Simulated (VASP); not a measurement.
An input for Ansatz (written as the equivalent of a VASP run, and not itself run):

Ansatz 0.2 input:
```yaml
crystal:
  lattice:
    - [0.0000000, 2.7618550, 2.7618550]
    - [2.7618550, 0.0000000, 2.7618550]
    - [2.7618550, 2.7618550, 0.0000000]
  atoms:
    - { symbol: Lu, position: [0.0040210, -0.0039300, -0.0061800] }
    - { symbol: P, position: [0.4959790, 0.5039300, 0.5061800] }
kpoints:
  mp_grid: { grid: [7, 7, 7] }
hamiltonian:
  xc: pbesol
  pseudopotentials: { kind: paw }
scf:
  occupations: { method: gaussian, width: 0.136 }
  max_iter: 100
output: { forces: true, stress: true, eigenvalues: true }
```

Question: Write the VASP files for the same calculation (PBEsol).

Answer: One answer among several that fit: 
### INCAR
```
SYSTEM = LuP
PREC = Accurate
ENCUT = 300
EDIFF = 1E-6
NELM = 100
ALGO = Normal
LREAL = .FALSE.
LASPH = .TRUE.
ISMEAR = 0
SIGMA = 0.136
GGA = PS
LMAXMIX = 6
LWAVE = .FALSE.
LCHARG = .FALSE.
ISIF = 2
```

**POSCAR**
```
LuP
3.9058530
  0.0000000000   0.7071067447   0.7071067447
  0.7071067447   0.0000000000   0.7071067447
  0.7071067447   0.7071067447   0.0000000000
Lu P
1 1
Cart
 -0.0071488492  -0.0015266435   0.0000643467
  0.7142555939   0.7086333881   0.7070423980
```

### KPOINTS
```
kpoints
0
Gamma
 7 7 7
0 0 0
```

POTCAR, in this order: Lu_3 P (PBE.64 set). Program: vasp_std.

The two are equivalent in intent, not identical: each code has its own PAW files, so the cut-off isn't converted (ENCUT is set for VASP's; basis.ecutwfc is left out, and Ansatz then takes the one that its files recommend); Ansatz stops its SCF on the density residual and VASP on the energy change (EDIFF).

The structure comes from a computed database's LuP entry; how it stands against other phases isn't given here. The cell was not relaxed at this level, atoms are displaced from their ideal sites.
